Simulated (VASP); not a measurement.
Level of theory: LDA (Ceperley-Alder, Perdew-Zunger), VASP's LDA PAW potentials (set 64) (plane waves; VASP 6.6.1).

VASP ran on this input.

File POSCAR:
```
Pb
1
   -1.9796600000     1.9796600000     1.9796600000
    1.9796600000    -1.9796600000     1.9796600000
    1.9796600000     1.9796600000    -1.9796600000
Pb
1
Direct
  0.0000000000   0.0000000000   0.0000000000
```

KPOINTS:
```
Automatic mesh
0
Gamma
15 15 15
0 0 0
```

### INCAR
```
SYSTEM = Pb
PREC = Accurate; ENCUT = 300; LREAL = .FALSE.
LASPH = .TRUE.
EDIFF = 1E-8; NELM = 100; ALGO = Normal
LMAXMIX = 4
ISMEAR = -1; SIGMA = 0.1
IBRION = 8; NSW = 1; ISIF = 2
LWAVE = .FALSE.; LCHARG = .FALSE.
LEPSILON = .FALSE.
```

POTCAR, in this order: Pb_d (LDA.64 set). Program: vasp_std.

At this cut-off the stress carries a Pulay error, which pulls relaxed volumes low. Unless said otherwise, spin-orbit coupling is left out, though it shifts the bands of the heavy elements here.

What does the run give for the energy per atom (σ→0), pressure, band gap (on the k-mesh)?

```json
{
  "energy per atom (σ→0)": "-4.193 eV/atom",
  "band gap (on the k-mesh)": "none (metal, semimetal or under 0.01 eV)",
  "pressure": "-3.51 GPa"
}
```

**OSZICAR**
```
...
RMM:   7    -0.320130909882E+00    0.15088E-05   -0.99154E-08 11118   0.297E-03    0.168E-04
RMM:   8    -0.320131325932E+00   -0.41605E-06   -0.34146E-08 11233   0.126E-03    0.291E-05
RMM:   9    -0.320131578364E+00   -0.25243E-06   -0.21307E-08 11560   0.619E-04    0.131E-05
RMM:  10    -0.320131591164E+00   -0.12800E-07   -0.18373E-08 11740   0.353E-04    0.139E-05
RMM:  11    -0.320131692172E+00   -0.10101E-06   -0.17696E-08 11913   0.252E-04    0.639E-06
RMM:  12    -0.320131660589E+00    0.31583E-07   -0.18773E-08 11988   0.208E-04    0.753E-07
RMM:  13    -0.320131654845E+00    0.57440E-08   -0.21288E-08 12128   0.189E-04    0.394E-07
 Linear response finished
```

The structure comes from a computed database's Pb entry (Im-3m); how it stands against other phases isn't given here. The cell was not relaxed at this level. The run is one of a series of settings (EDIFF = 1E-8, GGA removed, IBRION = 8, LEPSILON = .FALSE., NSW = 1, POTCAR Pb_d (LDA.64 set) against the base run), some of them coarse on purpose.
